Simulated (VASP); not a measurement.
As2S:

```
CELL_PARAMETERS angstrom
-3.50648 3.50648 2.48592
3.50648 -3.50648 2.48592
3.50648 3.50648 -2.48592
ATOMIC_POSITIONS crystal
As 0.87500 0.12500 0.25000
As 0.87500 0.62500 0.75000
As 0.37500 0.12500 0.25000
As 0.87500 0.12500 0.75000
S 0.25000 0.75000 0.50000
S 0.50000 0.50000 0.00000
```

The cell comes from a database or a generator and needn't be the stable form of this composition.

```yaml
Program: VASP 6.6.1
Task: single point
Functional: PBE
Potentials_or_basis: VASP PAW PBE potentials, release 64 (As, S)
Cutoff: 520 eV
k_mesh: 7 × 7 × 7
Occupations: fermi-dirac, width 0.05 eV
Spin: no spin polarisation
```

On this cell: pressure 0.4 GPa; largest force under 0.003 eV/Å; band gap on the k mesh none (metal or under the smearing width).

The same run follows on a disturbed copy (atoms moved at random, drawn with an rms of 0.05 Å):

```
As S
1.0
    -3.50648    3.50648    2.48592
     3.50648   -3.50648    2.48592
     3.50648    3.50648   -2.48592
As S
4 2
Direct
  0.87037 0.12422 0.24555
  0.87945 0.62436 0.75041
  0.37646 0.12398 0.24362
  0.88038 0.13157 0.75112
  0.25220 0.75414 0.50174
  0.48811 0.48766 0.99965
```

Question: What changes?

Answer: The energy (extrapolated to zero smearing) moves by +2.7 meV/atom; pressure 0.6 GPa; largest force 0.367 eV/Å; band gap on the k mesh none (metal or under the smearing width).

Forces on the atoms (eV/Å):
```
As   0.090  0.060  0.057
As  -0.062 -0.024  0.077
As   0.056 -0.010 -0.090
As  -0.006  0.007 -0.086
S   -0.080 -0.011 -0.324
S    0.003 -0.021  0.366
```

Stress tensor (GPa, compression positive):
```
-0.19  0.00 -0.15
 0.00  0.83 -0.02
-0.15 -0.02  1.10
```
